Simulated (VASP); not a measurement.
Consider the following.

```
CELL_PARAMETERS angstrom
      0.00000     2.35000     2.35000
      2.35000     0.00000     2.35000
      2.35000     2.35000     0.00000
ATOMIC_POSITIONS crystal
  Cd 0.00000 0.00000 0.00000
  O  0.50000 0.50000 0.50000
```

The numbers are results of PBE GGA, VASP's PBE PAW potentials (set 64) (plane waves; VASP), not measurements. Numerical set-up: 400 eV cut-off, 8×8×8 Γ-centred mesh, Fermi-Dirac smearing of 0.020 eV, potentials Cd O.

Question: Give the energies of bands 2 to 10 at the high-symmetry points, in eV from the Fermi level.

Answer: 
```tsv
band	Γ	X	U	L	W
2	-6.74	-7.20	-7.17	-7.69	-6.93
3	-6.74	-6.17	-6.72	-7.33	-6.87
4	-6.74	-6.05	-6.56	-7.33	-6.87
5	-6.43	-6.05	-6.14	-6.18	-6.05
6	-6.43	-5.74	-6.03	-6.18	-5.84
7	-1.37	-4.37	-3.44	-3.85	-3.03
8	-1.37	-2.35	-2.92	-0.04	-3.03
9	-1.37	-2.35	-1.30	-0.04	-1.91
10	-0.47	3.85	5.39	4.41	5.97
```

It has no gap at this level: it comes out as a metal or semimetal.

The structure is a typed CdO crystal (Fm-3m). The cell was not relaxed at this level.
